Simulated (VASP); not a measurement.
OSZICAR of a VASP run on PbO (litharge):

### OSZICAR
```
       N       E                     dE             d eps       ncg     rms          rms(c)
DAV:   1     0.449121284548E+03    0.44912E+03   -0.20118E+04   864   0.196E+03
DAV:   2     0.348340099592E+02   -0.41429E+03   -0.40623E+03   904   0.493E+02
DAV:   3    -0.245054885700E+02   -0.59339E+02   -0.58185E+02  1216   0.193E+02
DAV:   4    -0.262442748945E+02   -0.17388E+01   -0.17380E+01   928   0.387E+01
DAV:   5    -0.263073667959E+02   -0.63092E-01   -0.63081E-01  1264   0.705E+00    0.125E+01
DAV:   6    -0.217547773394E+02    0.45526E+01   -0.38555E+01  1392   0.453E+01    0.585E+00
DAV:   7    -0.215181639984E+02    0.23661E+00   -0.38282E+00  1144   0.147E+01    0.258E+00
DAV:   8    -0.215221526146E+02   -0.39886E-02   -0.90422E-01  1168   0.675E+00    0.133E+00
DAV:   9    -0.214896000535E+02    0.32553E-01   -0.18081E-01  1360   0.355E+00    0.312E-01
DAV:  10    -0.214916591195E+02   -0.20591E-02   -0.19611E-02   944   0.847E-01    0.620E-02
DAV:  11    -0.214918252213E+02   -0.16610E-03   -0.22667E-03  1488   0.356E-01    0.923E-02
DAV:  12    -0.214917222111E+02    0.10301E-03   -0.40079E-04  1304   0.222E-01    0.361E-02
DAV:  13    -0.214917149369E+02    0.72742E-05   -0.12658E-04  1200   0.823E-02    0.758E-03
DAV:  14    -0.214917146418E+02    0.29509E-06   -0.16262E-05  1288   0.473E-02    0.438E-03
DAV:  15    -0.214917137097E+02    0.93216E-06   -0.25036E-06   736   0.224E-02
   1 F= -.21491714E+02 E0= -.21491714E+02  d E =-.290510E-11
```

Task: Which electronic solver shows in the log?

Result: It is blocked Davidson (ALGO = Normal, or the opening steps of other solvers). The INCAR had ALGO = Normal.

Task: Can the final energy be trusted as converged?

Result: Self-consistency was reached. It stopped with EDIFF = 1E-6, NELM = 100 (PBE GGA, plane waves, VASP's PBE PAW potentials (set 64)).

The compound is PbO in the litharge structure. The cell was not relaxed at this level. The run is one of a series of settings (PREC = Low against the base run), some of them coarse on purpose.
